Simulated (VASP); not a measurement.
All values below come from LDA (Ceperley-Alder, Perdew-Zunger) with spin-orbit coupling, VASP's LDA PAW potentials (set 64) (plane waves; VASP).

The input files of a VASP run:

File KPOINTS_OPT:
```
k-points along high-symmetry lines
8
Line-mode
Reciprocal
  0.000000   0.000000   0.000000 ! GAMMA
  0.000000   0.500000   0.000000 ! X

  0.000000   0.500000   0.000000 ! X
  0.500000   0.500000   0.000000 ! M

  0.500000   0.500000   0.000000 ! M
  0.000000   0.000000   0.000000 ! GAMMA

  0.000000   0.000000   0.000000 ! GAMMA
  0.500000   0.500000   0.500000 ! R

  0.500000   0.500000   0.500000 ! R
  0.000000   0.500000   0.000000 ! X

  0.500000   0.500000   0.500000 ! R
  0.500000   0.500000   0.000000 ! M
```

INCAR:
```
LCHARG = .False.
PREC = Accurate
SIGMA = 0.05   ! width (eV)
MAGMOM = 0 0 0 0 0 0 0 0 0 0 0 0
ALGO = Normal
ISMEAR = 0   ! Gaussian
ENCUT = 400   ! plane-wave cut-off (eV)
NELM = 100
EDIFF = 1E-6
SYSTEM = Pt3Ti
LASPH = .True.
LSORBIT = .True.
GGA_COMPAT = .False.
LREAL = .False.
LWAVE = .False.
LMAXMIX = 6   ! l cut-off of mixed one-centre charges
```

### KPOINTS
```
kpoints
0
gamma
 7 7 7
0 0 0
```

POSCAR:
```
Pt3Ti
3.8759280
  0.9999999387   0.0000000000   0.0000000000
  0.0000000000   0.9999999387   0.0000000000
  0.0000000000   0.0000000000   0.9999999387
Ti Pt
1 3
direct
  0.0000000000   0.0000000000   0.0000000000
  0.0000000000   0.5000000000   0.5000000000
  0.5000000000   0.0000000000   0.5000000000
  0.5000000000   0.5000000000   0.0000000000
```

POTCAR, in this order: Ti_sv Pt (LDA.64 set). Program: vasp_ncl.

What VASP printed:

### OSZICAR
```
       N       E                     dE             d eps       ncg     rms          rms(c)
DAV:   1     0.383100519542E+03    0.38310E+03   -0.17717E+04  2000   0.153E+03
DAV:   2     0.481764564878E+01   -0.37828E+03   -0.36395E+03  2116   0.433E+02
DAV:   3    -0.362126488913E+02   -0.41030E+02   -0.39178E+02  3038   0.126E+02
DAV:   4    -0.388619317314E+02   -0.26493E+01   -0.26268E+01  2752   0.301E+01
DAV:   5    -0.389650605527E+02   -0.10313E+00   -0.10262E+00  2786   0.526E+00    0.260E+01
DAV:   6    -0.368211579149E+02    0.21439E+01   -0.16410E+01  2892   0.329E+01    0.138E+01
DAV:   7    -0.367787274755E+02    0.42430E-01   -0.22171E+01  2834   0.343E+01    0.120E+01
DAV:   8    -0.358837670423E+02    0.89496E+00   -0.13023E+00  2684   0.106E+01    0.531E+00
DAV:   9    -0.357096100491E+02    0.17416E+00   -0.78170E-01  3196   0.579E+00    0.186E+00
DAV:  10    -0.357377353108E+02   -0.28125E-01   -0.11358E-01  2930   0.185E+00    0.163E+00
DAV:  11    -0.357107768286E+02    0.26958E-01   -0.95570E-02  2864   0.242E+00    0.292E-01
DAV:  12    -0.357117470300E+02   -0.97020E-03   -0.25575E-03  2654   0.434E-01    0.330E-01
DAV:  13    -0.357108127327E+02    0.93430E-03   -0.26091E-03  2976   0.388E-01    0.472E-02
DAV:  14    -0.357108114277E+02    0.13050E-05   -0.24267E-04  3082   0.105E-01    0.292E-02
DAV:  15    -0.357108068669E+02    0.45607E-05   -0.10546E-05  2440   0.293E-02    0.114E-02
DAV:  16    -0.357108059867E+02    0.88027E-06   -0.34505E-06  2318   0.140E-02
   1 F= -.35710806E+02 E0= -.35709883E+02  d E =-.184547E-02  mag=     0.0000     0.0000    -0.0000
       N       E                     dE             ncg
       N       E                     dE             ncg
       N       E                     dE             ncg
```

File OUTCAR:
```
------------------------ aborting loop because EDIFF is reached ----------------------------------------
  FORCE on cell =-STRESS in cart. coord.  units (eV):
  Direction    XX          YY          ZZ          XY          YZ          ZX
  --------------------------------------------------------------------------------------
  Total       -0.0566652     -0.0566652     -0.0566652      0.0000000      0.0000000     -0.0000000
  in kB       -1.5591938     -1.5591938     -1.5591938      0.0000000      0.0000000     -0.0000000
  external PRESSURE =      -1.5591938 kB  Pullay stress =       0.0000000 kB
  volume of cell :       58.23
      direct lattice vectors                 reciprocal lattice vectors
     3.875927762  0.000000000  0.000000000     0.258002744  0.000000000  0.000000000
     0.000000000  3.875927762  0.000000000     0.000000000  0.258002744  0.000000000
     0.000000000  0.000000000  3.875927762     0.000000000  0.000000000  0.258002744
 POSITION                                       TOTAL-FORCE (eV/Angst)
 -----------------------------------------------------------------------------------
      0.00000      0.00000      0.00000         0.000000      0.000000      0.000000
      0.00000      1.93796      1.93796         0.000000      0.000000      0.000000
      1.93796      0.00000      1.93796         0.000000      0.000000      0.000000
      1.93796      1.93796      0.00000         0.000000      0.000000      0.000000
 -----------------------------------------------------------------------------------
    total drift:                                0.000000      0.000000      0.000000
  FREE ENERGIE OF THE ION-ELECTRON SYSTEM (eV)
  ---------------------------------------------------
  free  energy   TOTEN  =       -35.7108059867 eV

  energy  without entropy=      -35.7089605187  energy(sigma->0) =      -35.70988325

 Ion:    1  E_soc:     -0.0135671

 Ion:    2  E_soc:     -0.7287166

 Ion:    3  E_soc:     -0.7287166

 Ion:    4  E_soc:     -0.7287166
```
(Selected blocks of OUTCAR.)

### OUTCAR
```
 val. band max:       12.0631274438   @ k =   0.2857   0.0000   0.0000

 cond. band min:      12.0737650391   @ k =   0.4286   0.0000   0.0000


 Fermi energy:        12.0731228103

 k-point     1 :       0.0000    0.0000    0.0000
  band No.  band energies     occupation
      1     -45.3684      1.00000
      2     -45.3684      1.00000
      3     -22.4315      1.00000
      4     -22.4315      1.00000
      5     -21.7762      1.00000
      6     -21.7762      1.00000
      7     -21.7762      1.00000
      8     -21.7762      1.00000
      9       1.6257      1.00000
     10       1.6257      1.00000
     11       4.3348      1.00000
     12       4.3348      1.00000
     13       4.6724      1.00000
     14       4.6724      1.00000
     15       4.6724      1.00000
     16       4.6724      1.00000
     17       4.9062      1.00000
     18       4.9062      1.00000
     19       5.0691      1.00000
     20       5.0691      1.00000
     21       5.0691      1.00000
     22       5.0691      1.00000
     23       7.9779      1.00000
     24       7.9779      1.00000
     25       7.9779      1.00000
     26       7.9779      1.00000
     27       8.6692      1.00000
     28       8.6692      1.00000
     29      10.3831      1.00000
     30      10.3831      1.00000
     31      10.3831      1.00000
     32      10.3831      1.00000
     33      11.4725      1.00000
     34      11.4725      1.00000
     35      11.6853      1.00000
     36      11.6853      1.00000
     37      12.1416      0.02641
     38      12.1416      0.02641
     39      12.1416      0.02641
     40      12.1416      0.02641
     41      13.1989      0.00000
     42      13.1989      0.00000
     43      13.1989      0.00000
     44      13.1989      0.00000
     45      13.5497      0.00000
     46      13.5497      0.00000
     47      13.5497      0.00000
     48      13.5497      0.00000
     49      14.0007      0.00000
     50      14.0007      0.00000

...
```

The compound is Pt3Ti in the L1_2 structure. It was relaxed first.
